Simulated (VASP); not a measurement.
The cell holds one ZrS₂ (1T layered) monolayer, with vacuum along c. Ionisation potential and electron affinity count from the cell's own band edges, surface states included.

Given:

```
ZrS2
1.0
    3.68018     0.00000     0.00000
   -1.84009     3.18713     0.00000
    0.00000     0.00000    18.93018
S Zr
2 1
Direct
  0.66667   0.33333   0.42306
  0.33333   0.66667   0.57694
  0.00000   0.00000   0.50000
```

The numbers are results of optB88-vdW, VASP's PBE PAW potentials (set 64) (plane waves; VASP 6.6.1), not measurements. Numerical set-up: 400 eV cut-off, 12×12×1 Γ-centred mesh, Gaussian smearing of 0.050 eV, potentials S Zr_sv.

Predict its energy to cut it from the bulk, per area, ionisation potential, electron affinity, band gap (on the k-mesh).

- energy to cut it from the bulk, per area = 22.4 meV/Å²
- ionisation potential = 6.67 eV
- electron affinity = 5.49 eV
- band gap (on the k-mesh) = 1.18 eV

The cell is a sheet with vacuum, built from ZrS2 (1T layered).
